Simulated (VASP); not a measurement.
```
CELL_PARAMETERS angstrom
      0.00000     2.25302     2.25302
      2.25302     0.00000     2.25302
      2.25302     2.25302     0.00000
ATOMIC_POSITIONS crystal
  Li 0.25000 0.25000 0.25000
  Li 0.75000 0.75000 0.75000
  O  0.00000 0.00000 0.00000
```

Level of theory: rev-vdW-DF2, VASP's PBE PAW potentials (set 64) (plane waves; VASP). Settings: 520 eV cut-off, 8×8×8 Γ-centred mesh, Gaussian smearing of 0.050 eV, potentials Li_sv O.

Q: Give the stress tensor in GPa (positive for a compressed cell).

A: 
```
6.09  0.00  0.00
0.00  6.09  0.00
0.00  0.00  6.09
```
The pressure is its mean diagonal, 6.09 GPa.

The compound is Li2O in the antifluorite structure. This cell is one point of a volume scan, at 0.94 of the reference volume.
